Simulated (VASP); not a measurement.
Input:

```
CELL_PARAMETERS angstrom
      0.00000     2.31374     2.31374
      2.31374     0.00000     2.31374
      2.31374     2.31374     0.00000
ATOMIC_POSITIONS crystal
  Na 0.00000 0.00000 0.00000
  F  0.50000 0.50000 0.50000
```

Computed with optB88-vdW, VASP's PBE PAW potentials (set 64) (plane waves; VASP 6.6.1). Run with 520 eV cut-off, 10×10×10 Γ-centred mesh, Gaussian smearing of 0.050 eV, potentials Na_pv F.

Q: Predict the energy per atom (σ→0), band gap (on the k-mesh) with the smallest direct gap where there is one.

A: 
- band gap (on the k-mesh) = 6.39 eV
- smallest direct gap (on the k-mesh) = 6.39 eV
- energy per atom (σ→0) = -2.364 eV/atom

The compound is NaF in the rock salt structure. It was relaxed first.
